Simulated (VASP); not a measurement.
Given:

```
KF
1.0
    0.00000     2.67500     2.67500
    2.67500     0.00000     2.67500
    2.67500     2.67500     0.00000
K F
1 1
Direct
  0.00000   0.00000   0.00000
  0.50000   0.50000   0.50000
```

Computed with PBE GGA, VASP's PBE PAW potentials (set 64) (plane waves; VASP 6.6.1). Numerical set-up: PREC = Normal, 500 eV cut-off, 6×6×6 Γ-centred mesh, Gaussian smearing of 0.010 eV, potentials K_sv_GW F_GW_new.

Q: What does the run give for the energy per atom (σ→0), pressure, band gap (on the k-mesh) with the smallest direct gap where there is one?

A: 
The band gap (on the k-mesh) comes out as 6.16 eV, the smallest direct gap (on the k-mesh) is 6.16 eV and the energy per atom (σ→0) is -5.384 eV/atom. The pressure is -1.44 GPa.

Only differences to runs with the same potentials and settings are physical.

The compound is KF in the rock salt structure. The cell was not relaxed at this level.
